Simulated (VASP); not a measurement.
An input for Ansatz (written as the equivalent of a VASP run, and not itself run):

Ansatz 0.2 input:
```yaml
crystal:
  lattice:
    - [-2.0028294, 2.0028294, 4.0139693]
    - [2.0028294, -2.0028294, 4.0139693]
    - [2.0028294, 2.0028294, -4.0139693]
  atoms:
    - { symbol: Li, position: [0.0000000, 0.0000000, 0.0000000] }
    - { symbol: Al, position: [0.7500000, 0.2500000, 0.5000000] }
    - { symbol: Al, position: [0.2500000, 0.7500000, 0.5000000] }
    - { symbol: Al, position: [0.5000000, 0.5000000, 0.0000000] }
kpoints:
  mp_grid: { grid: [12, 12, 12] }
hamiltonian:
  xc: pbesol
  pseudopotentials: { kind: paw }
scf:
  occupations: { method: tetrahedron }
  max_iter: 100
output: { forces: true, stress: true, eigenvalues: true }
```

Question: Translate this input to VASP (INCAR, KPOINTS, POSCAR, choice of POTCAR).

Answer: This is not unique; one that fits is 
KPOINTS:
```
Automatic mesh
0
Gamma
12 12 12
0 0 0
```

**INCAR**
```
SYSTEM  =  LiAl3
PREC  =  Accurate; ENCUT  =  520; LREAL  =  .FALSE.
LASPH  =  .TRUE.
EDIFF  =  1E-7; NELM  =  100; ALGO  =  Normal
ISMEAR  =  -5
GGA  =  PS
ISIF  =  2
LWAVE  =  .FALSE.; LCHARG  =  .TRUE.; LORBIT  =  11
NEDOS  =  601
LEFG  =  .TRUE.
```

**POSCAR**
```
LiAl3
1
   -2.0028293790     2.0028293790     4.0139693318
    2.0028293790    -2.0028293790     4.0139693318
    2.0028293790     2.0028293790    -4.0139693318
Li Al
1 3
Direct
  0.0000000000   0.0000000000   0.0000000000
  0.7500000000   0.2500000000   0.5000000000
  0.2500000000   0.7500000000   0.5000000000
  0.5000000000   0.5000000000   0.0000000000
```

POTCAR, in this order: Li_sv Al (PBE.64 set). Program: vasp_std.

Limits of the translation: each code has its own PAW files, so the cut-off isn't converted (ENCUT is set for VASP's; basis.ecutwfc is left out, and Ansatz then takes the one that its files recommend); Ansatz stops its SCF on the density residual and VASP on the energy change (EDIFF); the field gradients of LEFG aren't asked of the other code.

The structure comes from a computed database's LiAl3 entry (I4/mmm); how it stands against other phases isn't given here. It was relaxed first.
